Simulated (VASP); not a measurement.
Data:

```xyz
2
Lattice="0.0000 3.3479 3.3479 3.3479 0.0000 3.3479 3.3479 3.3479 0.0000" Properties=species:S:1:pos:R:3 pbc="T T T"
Sr     0.0000     0.0000     0.0000
Te     3.3479     3.3479     3.3479
```

All values below come from revTPSS meta-GGA, VASP's PBE PAW potentials (set 64) (plane waves; VASP). Settings: 520 eV cut-off, 7×7×7 Γ-centred mesh, Gaussian smearing of 0.050 eV, potentials Sr_sv Te.

Question: Predict the energy per atom (σ→0).

Answer: 
| Quantity | Value |
|---|---|
| energy per atom (σ→0) | 10284 meV/atom |

Total energies compare only between runs with the same potentials, cut-off and functional.

The compound is SrTe in the rock salt structure. It was relaxed first.
